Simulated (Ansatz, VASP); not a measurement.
# Sr3BiB: VASP beside Ansatz

```
Sr B Bi
1.0
     5.74287    0.00000    0.00000
     0.00000    5.74287    0.00000
     0.00000    0.00000    5.74287
Sr B Bi
3 1 1
Direct
  0.50000 0.00000 0.00000
  0.00000 0.50000 0.00000
  0.00000 0.00000 0.50000
  0.00000 0.00000 0.00000
  0.50000 0.50000 0.50000
```

Alike in both runs: task single point; functional PBE; k mesh 4 × 4 × 4; occupations gaussian, width 0.1 eV; no spin polarisation.

|  | VASP | Ansatz |
| --- | --- | --- |
| version | VASP 6.6.1 | Ansatz 0.2.0 |
| potentials or method | VASP PAW PBE potentials, release 64 (Sr_sv, B, Bi_d) | scalar-relativistic, plane waves, PAW |
| plane-wave cutoff (eV) | 520 | 420 |
| valence electrons in the cell | 48 | 48 |

```tsv
	VASP	Ansatz	Ansatz less VASP
gap on the k mesh at the Fermi level (eV)	none	none	-
pressure (GPa)	-2.6	-2.6	-0.04
```

A gap of «none» marks a metal or a gap that the smearing closes.

Caveats: spin-orbit coupling is left out, which moves the levels of the heavy elements.
